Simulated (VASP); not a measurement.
Crystal: TeRu.

```
Ru Te
1.0
     3.79508    0.00000    0.00000
    -1.89754    3.28664    0.00000
     0.00000    0.00000    3.70381
Ru Te
1 1
Direct
  0.00000 0.00000 0.00000
  0.66667 0.33333 0.50000
```

The cell comes from a database or a generator and needn't be the stable form of this composition.

Base run:

| Quantity | Value |
| --- | --- |
| Program | VASP 6.6.1 |
| Functional | LDA |
| Potentials or basis | VASP PAW LDA potentials, release 64 (Ru_pv, Te) |
| Cutoff | 520 eV |
| k mesh | 6 × 6 × 5 |
| Occupations | gaussian, width 0.05 eV |
| Spin | non-collinear spin, random start, spin-orbit coupling |
| Starting moments | [[-0.109, 0.662, 0.471], [-0.0, -0.0, -0.0]] μB |
| Hubbard terms | Ru d U = 2 eV |

Its results: pressure -19.7 GPa.

Problem. The run is repeated on the same cell with these changes: spin from non-collinear spin, random start, spin-orbit coupling to no spin polarisation; further incar settings from ALGO = Fast; EDIFF = 1e-06; NBANDS = 32 to ALGO = Normal; EDIFF = 1e-07. What comes out?

Solution. Pressure -20.2 GPa.

Caveats: the U is typed as a test and isn't derived for this compound; U without spin polarisation on a metal has little footing (some runs).

Not every run made on this cell is shown here.
